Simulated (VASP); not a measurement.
Here is the system:

```
Ta
1.0
   -1.66632     1.66632     1.66632
    1.66632    -1.66632     1.66632
    1.66632     1.66632    -1.66632
Ta
1
Direct
  0.00000   0.00000   0.00000
```

Method: revPBE GGA, VASP's PBE PAW potentials (set 64) (plane waves; VASP). Numerical set-up: 520 eV cut-off, Gaussian smearing of 0.050 eV, potentials Ta_pv.

### Question
Give the energies of bands 4 to 8 at the high-symmetry points, in eV from the Fermi level.

### Answer

| band | Γ | H | N | P |
|---|---|---|---|---|
| 4 | -7.80 | -3.63 | -4.24 | -1.20 |
| 5 | 0.75 | -3.63 | -1.45 | -1.20 |
| 6 | 0.75 | 6.63 | 1.46 | -1.20 |
| 7 | 0.75 | 6.63 | 3.80 | 4.96 |
| 8 | 3.94 | 6.63 | 4.80 | 4.96 |

It has no gap at this level: it comes out as a metal or semimetal.

The compound is Ta in the bcc structure. It was relaxed first.
